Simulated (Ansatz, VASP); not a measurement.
## One calculation of NaLaMnMoO6, two programs

The input INCAR:

```
SYSTEM = NaLaMnMoO6
  PREC = Accurate
  ENCUT = 520
  EDIFF = 1E-7
  ISMEAR = -1
  SIGMA = 0.05
  LREAL = .False.
  LASPH = .True.
  NELM = 150
  ALGO = Normal
  ISIF = 2
  LWAVE = .False.
  LCHARG = .False.
  ISPIN = 2
  MAGMOM = 0 0 4 1 0 0 0 0 0 0
  LORBIT = 11
  LMAXMIX = 6
  GGA = PE
  NBANDS = 56
  KPAR = 4
```

File KPOINTS:

```
regular mesh
0
Gamma
  6 6 6
  0 0 0
```

File POSCAR:

```
NaLaMnMoO6
1.0
    4.9777500000     -2.8814600000      0.0205500000
    4.9777500000      2.8814600000      0.0205500000
   -3.0608600000      0.0000000000      4.5978500000
Na La Mn Mo O
1 1 1 1 6
Direct
    0.9948200000      0.9948200000      0.4999400000
    0.7530700000      0.7530700000      0.7882500000
    0.2501600000      0.2501600000      0.1981100000
    0.4986700000      0.4986700000      0.9972200000
    0.3033800000      0.3033800000      0.6139600000
    0.3290200000      0.8285000000      0.8764900000
    0.1955800000      0.6363000000      0.1535400000
    0.6363000000      0.1955800000      0.1535400000
    0.8285000000      0.3290200000      0.8764900000
    0.7105000000      0.7105000000      0.3424600000
```

The input input.yaml:

```yaml
crystal:
  lattice:
    - [4.97775, -2.88146, 0.02055]
    - [4.97775, 2.88146, 0.02055]
    - [-3.06086, 0.0, 4.59785]
  atoms:
    - { symbol: Na, position: [0.99482, 0.99482, 0.49994] }
    - { symbol: La, position: [0.75307, 0.75307, 0.78825] }
    - { symbol: Mn, position: [0.25016, 0.25016, 0.19811], spin: 4.0 }
    - { symbol: Mo, position: [0.49867, 0.49867, 0.99722], spin: 1.0 }
    - { symbol: O, position: [0.30338, 0.30338, 0.61396] }
    - { symbol: O, position: [0.32902, 0.8285, 0.87649] }
    - { symbol: O, position: [0.19558, 0.6363, 0.15354] }
    - { symbol: O, position: [0.6363, 0.19558, 0.15354] }
    - { symbol: O, position: [0.8285, 0.32902, 0.87649] }
    - { symbol: O, position: [0.7105, 0.7105, 0.34246] }
hamiltonian:
  xc: pbe
  pseudopotentials: { kind: nc, accuracy: standard }
magnetization:
  spin_polarized: true
kpoints:
  mp_grid: { grid: [6, 6, 6] }
scf:
  occupations: { method: fermi_dirac, width: 0.05 }
output:
  forces: true
  stress: true
  eigenvalues: true
```

The cell was built by a generator and needn't be a form met in nature.

Alike in both runs: task single point; functional PBE; k mesh 6 × 6 × 6; occupations fermi-dirac, width 0.05 eV; collinear spin, ferromagnetic start.

|  | VASP | Ansatz |
| --- | --- | --- |
| version | VASP 6.6.1 | Ansatz 0.2.0 |
| potentials or method | VASP PAW PBE potentials, release 64 (Na_pv, La, Mn_pv, Mo_sv, O) | PseudoDojo standard (PBE files) |
| plane-wave cutoff (eV) | 520 | 1497 |
| valence electrons in the cell | 81 | 85 |

```tsv
	VASP	Ansatz	Ansatz less VASP
gap on the k mesh at the Fermi level (eV)	0.92	0.97	+0.053
least direct gap on the mesh (eV)	1.00	1.04	+0.047
pressure (GPa)	0.2	-0.2	-0.38
largest component of the traceless stress (GPa)	0.03	0.05	+0.019
rms of the force components (eV/Å)	0.021	0.018	-0.0025
net moment per atom (μB)	0.50	0.50	0.000
size of the moment on the site where the two differ most (μB)	4.35	3.94	-0.415
```

Site moments also hang on the region over which each program counts them. Atom by atom the forces differ by 0.030 eV/Å (rms over components). The two sets of potentials don't hold the same shells in valence.

Caveats: spin-orbit coupling is left out, which moves the levels of the heavy elements; a cell with one magnetic atom can't hold antiferromagnetic order, which such compounds often take. PBE gaps usually lie below the measured ones, often by a third to a half. A k mesh can miss the band edges.
